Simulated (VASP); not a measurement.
Data:

```
LiH
1.0
    0.00000     2.00037     2.00037
    2.00037     0.00000     2.00037
    2.00037     2.00037     0.00000
Li H
1 1
Cartesian
  0.00000   0.00000   0.00000
  2.00037   2.00037   2.00037
```

Calculation: optB88-vdW, VASP's PBE PAW potentials (set 64) (plane waves; VASP). Numerical set-up: 520 eV cut-off, Gaussian smearing of 0.050 eV, potentials Li_sv H.

Q: Estimate the band gap (along the path) with the smallest direct gap where there is one.

A: 
```json
{
 "band gap (along the path)": "3.31 eV",
 "smallest direct gap (along the path)": "3.31 eV"
}
```

Total energies compare only between runs with the same potentials, cut-off and functional.

The compound is LiH in the rock salt structure. It was relaxed first, which changed the volume by -6 %.
